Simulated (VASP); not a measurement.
```
NaCl
1.0
    0.00000     2.73196     2.73196
    2.73196     0.00000     2.73196
    2.73196     2.73196     0.00000
Na Cl
1 1
Direct
  0.00000   0.00000   0.00000
  0.50000   0.50000   0.50000
```

Calculation: PBE GGA with D3 dispersion (Becke-Johnson damping), VASP's PBE PAW potentials (set 64) (plane waves; VASP 6.6.1). Settings: 520 eV cut-off, 8×8×8 Γ-centred mesh, Gaussian smearing of 0.050 eV, potentials Na_pv Cl.

### Question
What does the run give for the energy per atom (σ→0), pressure, band gap (on the k-mesh) with the smallest direct gap where there is one?

### Answer

```
Item                                          Value
-----------------------------------  --------------
band gap (on the k-mesh)                    5.50 eV
smallest direct gap (on the k-mesh)         5.50 eV
energy per atom (σ→0)                -3.596 eV/atom
pressure                                   1.98 GPa
```

Only differences to runs with the same potentials and settings are physical.

The compound is NaCl in the rock salt structure. This cell is one point of a volume scan, at 0.94 of the reference volume.
